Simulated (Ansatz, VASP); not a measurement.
# GaSb in two plane-wave programs, part 3 of 3

One calculation is typed for both programs; each brings its own data sets. How far apart do they land? The structure shown is the start of the Ansatz relaxation below; VASP solves that cell, so the two are compared at the walk's first step.

VASP 6.6.1 and Ansatz 0.2.0.

So far: Starting point; Ansatz: relaxation, r2SCAN; VASP: single point, r2SCAN, start cell.

## (3) VASP: single point, r2SCAN, start cell (continued)

Level of this step: r2SCAN; plane waves and PAW (Ga_d, Sb) (VASP).

Numbers of over 12 decimals in the logs are rounded to 6 here.

From OUTCAR (step 3):

```text
ion  position               nearest neighbor table
   1  0.000  0.000  0.000-   2 2.63   2 2.63   2 2.63   2 2.66
   2  0.750  0.750  0.750-   1 2.63   1 2.63   1 2.63   1 2.66

  LATTYP: Found a trigonal (rhomboedric) cell.
 ALAT       =     4.3229697043
 COS(alpha) =     0.5066777580

 Subroutine GETGRP returns: Found  6 space group operations
 (whereof  6 operations were pure point group operations)

The static configuration has the point symmetry C_3v.

   k-points           NKPTS =   1728   k-points in BZ     NKDIM =   1728   number of bands    NBANDS=     15

   dimension x,y,z NGX =    30 NGY =   30 NGZ =   30
   dimension x,y,z NGXF=    60 NGYF=   60 NGZF=   60

   ENCUT  =  440.0 eV  32.34 Ry    5.69 a.u.   7.39  7.39  7.39*2*pi/ulx,y,z

   NELECT =      18.0000    total number of electrons

 k-points in reciprocal lattice and weights: Points of the shifted mesh
   0.04166667  0.04166667  0.04166667       0.001
   0.04166667  0.04166667  0.12500000       0.001
   0.04166667  0.04166667  0.20833333       0.001
   0.04166667  0.04166667  0.29166667       0.001
   0.04166667  0.04166667  0.37500000       0.001
   0.04166667  0.04166667  0.45833333       0.001
   0.04166667  0.04166667  0.54166667       0.001
   0.04166667  0.04166667  0.62500000       0.001
   0.04166667  0.04166667  0.70833333       0.001
[...]
0.95833333  0.95833333  0.87500000       0.001
   0.95833333  0.95833333  0.95833333       0.001

 average (electrostatic) potential at core
       1 -70.4305       2 -92.6665

 E-fermi :   5.2005

 k-point     1 :       0.0417    0.0417    0.0417
  band No.  band energies     occupation
    ...
      5     -10.6481      2.00000
      6      -7.1913      2.00000
      7       4.3023      2.00000
      8       4.7876      2.00000
      9       4.7876      2.00000
     10       5.7352      0.00000
     11       7.7771      0.00000
     12       7.8776      0.00000
     13       7.8776      0.00000
     14      11.2865      0.00000
    ...

 k-point     2 :       0.0417    0.0417    0.1250
  band No.  band energies     occupation
    ...
      5     -10.6480      2.00000
      6      -7.0893      2.00000
      7       3.2719      2.00000
      8       4.3779      2.00000
      9       4.7193      2.00000
     10       6.2816      0.00000
     11       7.9810      0.00000
     12       7.9973      0.00000
     13       8.4282      0.00000
     14      11.8007      0.00000
    ...

 k-point     3 :       0.0417    0.0417    0.2083
  band No.  band energies     occupation
    ...
      5     -10.6480      2.00000
      6      -6.8391      2.00000
      7       1.8447      2.00000
      8       3.9900      2.00000
      9       4.4433      2.00000
     10       6.2971      0.00000
     11       8.3397      0.00000
     12       8.5019      0.00000
     13       9.4510      0.00000
     14      12.5379      0.00000
    ...

  Total        0.3853157      0.3853157      0.3853157     -0.1515895     -0.1515895     -0.1515895
  in kB       10.9166611     10.9166611     10.9166611     -4.2947922     -4.2947922     -4.2947922
  external PRESSURE =      10.9166611 kB  Pullay stress =       0.0000000 kB

  energy-cutoff  :      440.00
  volume of cell :       56.55
      direct lattice vectors                 reciprocal lattice vectors
     0.020447000  3.056767000  3.056767000    -0.165221946  0.164124105  0.164124105
     3.056767000  0.020447000  3.056767000     0.164124105 -0.165221946  0.164124105
     3.056767000  3.056767000  0.020447000     0.164124105  0.164124105 -0.165221946

 POSITION                                       TOTAL-FORCE (eV/Angst)
 -----------------------------------------------------------------------------------
      0.00009      0.00009      0.00009        -0.049323     -0.049323     -0.049323
      4.60039      4.60039      4.60039         0.049323      0.049323      0.049323
 -----------------------------------------------------------------------------------
    total drift:                                0.001063      0.001063      0.001062

  FREE ENERGIE OF THE ION-ELECTRON SYSTEM (eV)
  ---------------------------------------------------
  free  energy   TOTEN  =       -37.5997085919 eV

  energy  without entropy=      -37.5997085919  energy(sigma->0) =      -37.59970859

 total charge
# of ion       s       p       d       tot
------------------------------------------
    1        0.875   0.780   9.966  11.622
    2        1.104   1.366   0.030   2.500
--------------------------------------------------
tot          1.979   2.147   9.996  14.122

[... 3 further parts left out ...]
```

The run ends at a pressure of 1.09 GPa, with forces up to 0.085 eV/Å.

## (4) Differences

Known differences besides the potentials themselves: VASP keeps PBE cores, Ansatz makes them for the functional; the data sets hold 28 valence electrons in Ansatz (on its PAW soft_1 files) and 18 in VASP; the cutoff is 500 eV in Ansatz and 440 eV in VASP. Total energies have different zeros and are not compared.

Forces (eV/Å; atoms numbered as in POSCAR):

| atom | Ansatz x, y, z | VASP x, y, z |
| --- | --- | --- |
| Ga1 | -0.049, -0.049, -0.049 | -0.049, -0.049, -0.049 |
| Sb2 | 0.049, 0.049, 0.049 | 0.049, 0.049, 0.049 |

The forces differ by 0.3 meV/Å r.m.s., which is 0.6 % of the r.m.s. force of 0.049 eV/Å (both taken over all components).

## (5) What came out

- r.m.s. force difference (single point, r2SCAN, start cell): 0.28 meV/Å

The r.m.s. force difference is 0.28 meV/Å (single point, r2SCAN, start cell), within the 12 meV/Å picked in this series as the mark of a large difference. The data sets hold unlike numbers of valence electrons (28 in Ansatz and 18 in VASP), so part of the differences comes from the potentials. How closely two codes agree says nothing of how well the functional describes the real material.

[Lines on the potential files, build, host, timing and source positions are cut from VASP's logs without a mark.]

[Logs are printed without paths, hosts, clocks, repeated set-up lines and the standing remarks that a program may print on its own settings, such as how far it seeks lower states.]

[Hosts, paths, dates, database ids (printed as entryN), source tags and the programs' standing remarks are cut or masked in the printed files.]
